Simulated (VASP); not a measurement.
Given:

```
CELL_PARAMETERS angstrom
      0.00000     2.93402     2.93402
      2.93402     0.00000     2.93402
      2.93402     2.93402     0.00000
ATOMIC_POSITIONS crystal
  K  0.00000 0.00000 0.00000
  F  0.25000 0.25000 0.25000
```

Computed with r2SCAN meta-GGA, VASP's PBE PAW potentials (set 64) (plane waves; VASP 6.6.1). Run with 520 eV cut-off, 9×9×9 Γ-centred mesh, tetrahedra with Blöchl corrections, potentials K_sv F.

Q: Predict the energy per atom (σ→0), band gap (over mesh and band path) with the smallest direct gap where there is one.

A: 
```yaml
band gap (over mesh and band path): 5.75 eV
smallest direct gap (over mesh and band path): 5.95 eV
energy per atom (σ→0): -7.353 eV/atom
```

Total energies compare only between runs with the same potentials, cut-off and functional.

The structure was generated: KF was put into the zinc blende type (F-43m), which need not be its known phase. It was relaxed first, which changed the volume by -7 %.
